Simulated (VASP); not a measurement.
Computed with PBEsol GGA, VASP's PBE PAW potentials (set 64) (plane waves; VASP 6.6.1).

A VASP calculation is set up with these files.

KPOINTS:
```
Regular mesh
0
gamma
12 12 12
0 0 0
```

**INCAR**
```
! general
SYSTEM  = RuAl
PREC    = Accurate
ENCUT   = 480   ! plane-wave cut-off (eV)
LREAL   = .False.   ! projection in real space or not
LASPH   = .True.   ! aspherical one-centre terms

! electronic loop
EDIFF   = 1E-7
NELM    = 100
ALGO    = Normal
LMAXMIX = 4   ! l cut-off of mixed one-centre charges

! smearing
ISMEAR  = 1
SIGMA   = 0.1   ! width (eV)

! functional
GGA     = PS   ! PBEsol

! ions
ISIF    = 2   ! forces and stress, cell fixed

! output
LWAVE   = .False.
LCHARG  = .False.
```

### POSCAR
```
RuAl
1
    3.0047021235     0.0000000000     0.0000000000
    0.0000000000     2.9749525975     0.0000000000
    0.0000000000     0.0000000000     2.9749525975
Al Ru
1 1
Direct
  0.5000000000   0.5000000000   0.5000000000
  0.0000000000   0.0000000000   0.0000000000
```

POTCAR, in this order: Al Ru_pv (PBE.64 set). Program: vasp_std.

Output

**OUTCAR**
```
 ion  position               nearest neighbor table
   1  0.500  0.500  0.500-   2 2.59   2 2.59   2 2.59   2 2.59   2 2.59   2 2.59   2 2.59   2 2.59
  LATTYP: Found a simple tetragonal cell.
 ALAT       =     2.9749525975
 C/A-ratio  =     1.0100000000
 Subroutine PRICEL returns:
 Original cell was already a primitive cell.
 Subroutine GETGRP returns: Found 16 space group operations
The static configuration has the point symmetry D_4h.
The dynamic configuration has the point symmetry D_4h.
 Subroutine INISYM returns: Found 16 space group operations
 Subroutine IBZKPT returns following result:
 Found    196 irreducible k-points:

 Following reciprocal coordinates:
            Coordinates               Weight
  0.000000  0.000000  0.000000      1.000000
  0.083333  0.000000  0.000000      2.000000
  0.166667  0.000000  0.000000      2.000000
  0.250000  0.000000  0.000000      2.000000
  0.333333  0.000000  0.000000      2.000000
  0.416667  0.000000  0.000000      2.000000
  0.500000  0.000000  0.000000      1.000000
  0.000000  0.083333  0.000000      4.000000
  0.083333  0.083333  0.000000      8.000000
...
```

### OSZICAR
```
       N       E                     dE             d eps       ncg     rms          rms(c)
DAV:   1     0.106719691357E+03    0.10672E+03   -0.90206E+03  4784   0.124E+03
DAV:   2    -0.140691799058E+02   -0.12079E+03   -0.11618E+03  5156   0.339E+02
DAV:   3    -0.162983253411E+02   -0.22291E+01   -0.21771E+01  5584   0.471E+01
DAV:   4    -0.163207731300E+02   -0.22448E-01   -0.22438E-01  5472   0.478E+00
DAV:   5    -0.163213141103E+02   -0.54098E-03   -0.54096E-03  5868   0.639E-01    0.134E+01
DAV:   6    -0.156293359993E+02    0.69198E+00   -0.42437E+00  4996   0.235E+01    0.246E+00
DAV:   7    -0.155443136753E+02    0.85022E-01   -0.32707E-01  4996   0.683E+00    0.212E+00
DAV:   8    -0.155243246982E+02    0.19989E-01   -0.20752E-02  5160   0.133E+00    0.228E-01
DAV:   9    -0.155241071054E+02    0.21759E-03   -0.33618E-04  5568   0.159E-01    0.146E-01
DAV:  10    -0.155240971118E+02    0.99936E-05   -0.33322E-05  6036   0.753E-02    0.116E-02
DAV:  11    -0.155240955906E+02    0.15212E-05   -0.27033E-06  5464   0.217E-02    0.701E-03
DAV:  12    -0.155240952611E+02    0.32949E-06   -0.71926E-08  3176   0.272E-03    0.111E-03
DAV:  13    -0.155240952003E+02    0.60759E-07   -0.10133E-08  2516   0.942E-04
   1 F= -.15524095E+02 E0= -.15523966E+02  d E =-.387333E-03
```

OUTCAR:
```
------------------------ aborting loop because EDIFF is reached ----------------------------------------
  FORCE on cell =-STRESS in cart. coord.  units (eV):
  Direction    XX          YY          ZZ          XY          YZ          ZX
  --------------------------------------------------------------------------------------
  Total       -0.5210466     -0.2188823     -0.2188823      0.0000000      0.0000000      0.0000000
  in kB      -31.3924804    -13.1874138    -13.1874138      0.0000000      0.0000000      0.0000000
  external PRESSURE =     -19.2557693 kB  Pullay stress =       0.0000000 kB
  volume of cell :       26.59
      direct lattice vectors                 reciprocal lattice vectors
     3.004702123  0.000000000  0.000000000     0.332811693  0.000000000  0.000000000
     0.000000000  2.974952598  0.000000000     0.000000000  0.336139810  0.000000000
     0.000000000  0.000000000  2.974952598     0.000000000  0.000000000  0.336139810
 POSITION                                       TOTAL-FORCE (eV/Angst)
 -----------------------------------------------------------------------------------
      1.50235      1.48748      1.48748         0.000000      0.000000      0.000000
      0.00000      0.00000      0.00000         0.000000      0.000000      0.000000
 -----------------------------------------------------------------------------------
    total drift:                                0.000000      0.000000      0.000000
  FREE ENERGIE OF THE ION-ELECTRON SYSTEM (eV)
  ---------------------------------------------------
  free  energy   TOTEN  =       -15.5240952003 eV

  energy  without entropy=      -15.5237078671  energy(sigma->0) =      -15.52396609
```
(Selected blocks of OUTCAR.)

The compound is RuAl in the CsCl type structure. This cell was strained or had an atom moved on purpose. The electron count is odd and the run is not spin-polarised, which forces a metal.
